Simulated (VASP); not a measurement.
Given:

```xyz
6
Lattice="5.4093 0.0000 0.0000 -2.7047 4.6846 0.0000 0.0000 0.0000 3.1328" Properties=species:S:1:pos:R:3 pbc="T T T"
Y      0.0000     0.0000     0.0000
B      2.7047     1.5615     0.0000
B      0.0000     3.1231     0.0000
Ir     2.7047     0.0000     1.5664
Ir     1.3523     2.3423     1.5664
Ir    -1.3523     2.3423     1.5664
```

These are PBEsol GGA, VASP's PBE PAW potentials (set 64) (plane waves; VASP) values and carry that method's errors. Run with 520 eV cut-off, 6×6×9 Γ-centred mesh, first-order Methfessel-Paxton smearing of 0.10 eV, potentials Y_sv B Ir.

Unless said otherwise, spin-orbit coupling is left out, though it shifts the bands of the heavy elements here.

### Question
What does the run give for the energy per atom (σ→0), band gap (on the k-mesh) with the smallest direct gap where there is one?

### Answer

| Property | Value |
|---|---|
| band gap (on the k-mesh) | none (metal, semimetal or under 0.01 eV) |
| energy per atom (σ→0) | -9.098 eV/atom |

The structure comes from a computed database's YB2Ir3 entry (P6/mmm); how it stands against other phases isn't given here. It was relaxed first. The start is the result of an earlier pass.
